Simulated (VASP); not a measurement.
Here is a VASP 6.6.1 calculation.

The input INCAR:

```
SYSTEM = RbMg3
ALGO     = Fast           ! electronic algorithm
EDIFF    = 1E-6           ! SCF threshold, eV
EDIFFG   = -0.01          ! ionic threshold
ENCUT    = 600            ! plane-wave cutoff, eV
GGA      = PE             ! functional
IBRION   = 2              ! ionic algorithm
ISIF     = 3              ! what is computed and relaxed
ISMEAR   = 0              ! smearing method
LASPH    = .True.         ! aspherical terms in the spheres
LCHARG   = .False.        ! write CHGCAR
LREAL    = .False.        ! projectors in reciprocal space
LWAVE    = .False.        ! write WAVECAR
NELM     = 100            ! most SCF steps
NSW      = 100            ! ionic steps
PREC     = Accurate       ! precision mode
SIGMA    = 0.1            ! smearing width, eV
```

Contents of KPOINTS:

```
k-points
0
Gamma
  10 10 10
  0 0 0
```

POSCAR

```
RbMg3
1.0
    5.1475832625      0.0000000000      0.0000000000
    0.0000000000      5.1475832625      0.0000000000
    0.0000000000      0.0000000000      5.1475832625
Rb Mg
1 3
Direct
    0.0000000000      0.0000000000      0.0000000000
    0.5000000000      0.0000000000      0.5000000000
    0.0000000000      0.5000000000      0.5000000000
    0.5000000000      0.5000000000      0.0000000000
```

Potentials or basis: VASP PAW PBE potentials, release 64 (Rb_sv, Mg).

Run with:

```console
$ cat potpaw_PBE.64/Rb_sv/POTCAR potpaw_PBE.64/Mg/POTCAR > POTCAR
$ mpirun -np 1 vasp_std > vasp.out
```

(1) What does it give for the relaxed volume?

(2) Predict the relaxed cell.

(3) What does it give for the band gap on the k mesh?

(4) Predict the space group after relaxing (to 0.05 Å).

Answers

(1) 34.62 Å³/atom.

(2) a = 5.174 Å, b = 5.174 Å, c = 5.174 Å, α = 90.00°, β = 90.00°, γ = 90.00°.

(3) none (metal or under the smearing width).

(4) Pm-3m (No. 221).
